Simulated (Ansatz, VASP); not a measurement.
# WSe2 in two plane-wave programs, part 2 of 2

Aim: how closely do two programs agree when they are given the same cell, functional and k mesh? The cell is taken from a series of VASP runs on this material, whose earlier steps may have relaxed, scaled or displaced it; both programs get it as it stands.

VASP 6.6.1 and Ansatz 0.2.0.

So far: Set-up; VASP: relaxation of cell and atoms, PBEsol; Ansatz: relaxation of cell and atoms, PBEsol.

## Step 4: Differences

Known differences besides the potentials themselves: both relaxations stop at a tolerance, which leaves soft axes loose, and VASP keeps its plane-wave basis; the data sets hold 92 valence electrons in Ansatz (default PAW (the set named soft_2) files) and 36 in VASP; the cutoff is 420 eV in Ansatz and 500 eV in VASP; Ansatz makes its cores anew for this functional, VASP keeps those of its PBE data sets; Ansatz adds a Pulay correction to the stress that steers its cell, VASP none. Total energies have different zeros and are not compared.

The two programs side by side:

| quantity | Ansatz | VASP | difference |
| --- | --- | --- | --- |
| volume (Å³) | 122.54 | 122.24 | +0.25 % |
| edge a after relaxation, in the typed setting (Å) | 3.271 | 3.268 | +0.09 % |
| edge c after relaxation, in the typed setting (Å) | 13.223 | 13.214 | +0.07 % |

The walks stopped with 0.02 GPa left in Ansatz and 0.01 GPa in VASP; each walk ends within a tolerance, so the volume difference is uncertain by about these residues over the bulk modulus, most in soft cells.

## Step 5: VASP: relaxation of cell and atoms, PBEsol with D3(BJ)

The relaxed volume is the usual yardstick between codes: its relative difference is about their pressure difference at one cell divided by the bulk modulus. The cell compared in this pair holds 112.03 Å³, against 122.25 Å³ for the pair before.

File INCAR:

```
SYSTEM = WSe2
PREC = Accurate
ENCUT = 500
EDIFF = 1E-07
NELM = 100
ISMEAR = 0
SIGMA = 0.03
LREAL = .FALSE.
ALGO = Normal
GGA = PS
IVDW = 12
NBANDS = 24
LASPH = .TRUE.
LORBIT = 11
LWAVE = .FALSE.
LCHARG = .FALSE.
KPAR = 8
IBRION = 2
NSW = 50
ISIF = 3
EDIFFG = -0.002
```

File POSCAR:

```
WSe2
1.0
    3.2282781584      0.0000000000      0.0000000000
   -1.6141390792      2.7957708956      0.0000000000
    0.0000000000      0.0000000000     12.4127871540
W Se
2 4
Direct
    0.6666666667      0.3333333333      0.7500000000
    0.3333333333      0.6666666667      0.2500000000
    0.6666666667      0.3333333333      0.3854674010
    0.3333333333      0.6666666667      0.8854674010
    0.6666666667      0.3333333333      0.1145325990
    0.3333333333      0.6666666667      0.6145325990
```

File KPOINTS:

```
Automatic mesh
0
Gamma
9 9 2
0 0 0
```

Potentials, in the order of the species: W and Se (PBE family, release 64).

The run is started by

```console
$ mpirun -np 8 vasp_std
```

Numbers of over 12 decimals in the logs are rounded to 6 here.

The program printed:

```text
[banner, memory and clock lines left out]
running    8 mpi-ranks, on    1 nodes
[...]
[... a notice as in an earlier step ...]

 [... a notice as in an earlier step ...]

 LDA part: xc-table for (Slater+PW92), standard interpolation
 POSCAR, INCAR and KPOINTS ok, starting setup
[...]
entering main loop
       N       E                     dE             d eps       ncg     rms          rms(c)
DAV:   1     0.179461354586E+03    0.17946E+03   -0.15559E+04  1152   0.128E+03
DAV:   2    -0.338781717622E+02   -0.21334E+03   -0.20504E+03  1568   0.268E+02
DAV:   3    -0.482329617843E+02   -0.14355E+02   -0.14235E+02  1576   0.681E+01
DAV:   4    -0.484782333596E+02   -0.24527E+00   -0.24493E+00  1496   0.975E+00
[...]
DAV:  13    -0.465670806389E+02   -0.49741E-06   -0.14321E-05  1552   0.214E-02    0.117E-02
DAV:  14    -0.465670802551E+02    0.38376E-06   -0.24379E-06  1656   0.830E-03    0.432E-03
DAV:  15    -0.465670803047E+02   -0.49561E-07   -0.15493E-07  1080   0.285E-03
   1 F= -.49431594E+02 E0= -.49431594E+02  d E =-.494316E+02
[...]
reached required accuracy - stopping structural energy minimisation
```

OUTCAR, selected parts (step 5):

```text
 Edisp (eV)   -2.86451

  Total      -0.00463    -0.00463    -0.00572     0.00000    -0.00000     0.00000
  in kB      -0.06618    -0.06618    -0.08186     0.00000    -0.00000     0.00000
  external pressure =       -0.07 kB  Pullay stress =        0.00 kB

 POSITION                                       TOTAL-FORCE (eV/Angst)
 -----------------------------------------------------------------------------------
      1.61414      0.93192      9.30959         0.000000     -0.000000      0.000000
     -0.00000      1.86385      3.10320        -0.000000      0.000000      0.000000
      1.61414      0.93192      4.78472         0.000000     -0.000000     -0.001220
     -0.00000      1.86385     10.99112        -0.000000      0.000000     -0.001220
      1.61414      0.93192      1.42167         0.000000     -0.000000      0.001220
     -0.00000      1.86385      7.62806        -0.000000      0.000000      0.001220
 -----------------------------------------------------------------------------------
    total drift:                               -0.000000      0.000000     -0.000000

  FREE ENERGIE OF THE ION-ELECTRON SYSTEM (eV)
  ---------------------------------------------------
  free  energy   TOTEN  =       -49.4315942846 eV

  energy  without entropy=      -49.4315942846  energy(sigma->0) =      -49.43159428

[... 2 parts as in an earlier step ...]

[... 2 further parts left out ...]
[key lines of the parts left out:]
E-fermi :   6.2814
```

## Step 6: Ansatz: relaxation of cell and atoms, PBEsol with D3(BJ)

The same cell, functional, mesh and smearing now go to Ansatz, which takes its cutoff from its data sets.

The cell is taken from a series of VASP runs on this material, whose earlier steps may have relaxed, scaled or displaced it; both programs get it as it stands.

File input.yaml:

```yaml
crystal:
  lattice:
    - [3.2282781584, 0.0, 0.0]
    - [-1.6141390792, 2.7957708956, 0.0]
    - [0.0, 0.0, 12.412787154]
  atoms:
    - { symbol: W, position: [0.6666666667, 0.3333333333, 0.75] }
    - { symbol: W, position: [0.3333333333, 0.6666666667, 0.25] }
    - { symbol: Se, position: [0.6666666667, 0.3333333333, 0.385467401] }
    - { symbol: Se, position: [0.3333333333, 0.6666666667, 0.885467401] }
    - { symbol: Se, position: [0.6666666667, 0.3333333333, 0.114532599] }
    - { symbol: Se, position: [0.3333333333, 0.6666666667, 0.614532599] }
hamiltonian:
  xc: pbesol
  pseudopotentials: { kind: paw }
  dispersion: d3bj
kpoints:
  mp_grid: { grid: [9, 9, 2] }
scf:
  occupations: { method: gaussian, width: 0.03 }
relax:
  f_tol: 0.01
  max_steps: 60
  cell: { stress_tol: 0.05 }
output:
  forces: true
  stress: true
```

The run is started by

```console
$ ansatz run input.yaml --threads 4 --pin off --max-ram 9216MiB --backend cpu --events-out ev --progress --plain --runs-dir out
```

The program printed:

```text
[...]
Crystal: 6 atoms, lattice volume = 112.032 Å³
Basis set: ecut = 420 eV, 2249 PW (Γ), exchange–correlation on 48×48×180 points (8 copies of the dense FFT grid, shifted against one another)
Bands: 56, of which v1, the nominal top of the filled ones, is band 46 counted from 1 (45 counted from 0)
Symmetry: 24 space group operations
[...]
k-points: 24 of 162
[...]
cell:  # Å, volume = 112.1750 Å³
    - [3.230637, 0.0, 0.0]
    - [-1.615319, 2.797814, 0.0]
    - [0.0, 0.0, 12.410497]
  atoms:
    - { symbol: W, position: [0.666667, 0.333333, 0.750000] }
    - { symbol: W, position: [0.333333, 0.666667, 0.250000] }
    - { symbol: Se, position: [0.666667, 0.333333, 0.385439] }
    - { symbol: Se, position: [0.333333, 0.666667, 0.885439] }
    - { symbol: Se, position: [0.666667, 0.333333, 0.114561] }
    - { symbol: Se, position: [0.333333, 0.666667, 0.614561] }
[key lines of the parts left out:]
SCF converged after 4 iterations
Free energy (F): -42216.282712 eV
Fermi energy:    14.813450 eV
P = ⅓ Tr σ = 0.0161 GPa (0.161 kbar)
```

Run time: 14 s. Hardware: 4 threads of Arm Neoverse N1, shared host; peak memory 0.53 GiB; 52 s of CPU time.

## Step 7: Differences

Both answers:

| quantity | Ansatz | VASP | difference |
| --- | --- | --- | --- |
| volume (Å³) | 112.18 | 112.03 | +0.13 % |
| edge a after relaxation, in the typed setting (Å) | 3.231 | 3.228 | +0.07 % |
| edge c after relaxation, in the typed setting (Å) | 12.411 | 12.413 | -0.02 % |

The walks stopped with 0.02 GPa left in Ansatz and -0.01 GPa in VASP; each walk ends within a tolerance, so the volume difference is uncertain by about these residues over the bulk modulus, most in soft cells.

## Step 8: What came out

| Property | Result |
| --- | --- |
| difference in volume (relaxation of cell and atoms, PBEsol) | 0.25 % |
| difference in volume (relaxation of cell and atoms, PBEsol with D3(BJ)) | 0.13 % |

The difference in volume is 0.25 % (relaxation of cell and atoms, PBEsol), within the 1.2 % picked in this series as the mark of a large difference, as far as the stopping tolerances let one tell. How closely two codes agree says nothing of how well the functional describes the real material.

[Lines on the potential files, build, host, timing and source positions are cut from VASP's logs without a mark.]

[Logs are printed without paths, hosts, clocks, repeated set-up lines and the standing remarks that a program may print on its own settings, such as how far it seeks lower states.]

[Hosts, paths, dates, database ids (printed as entryN), source tags and the programs' standing remarks are cut or masked in the printed files.]
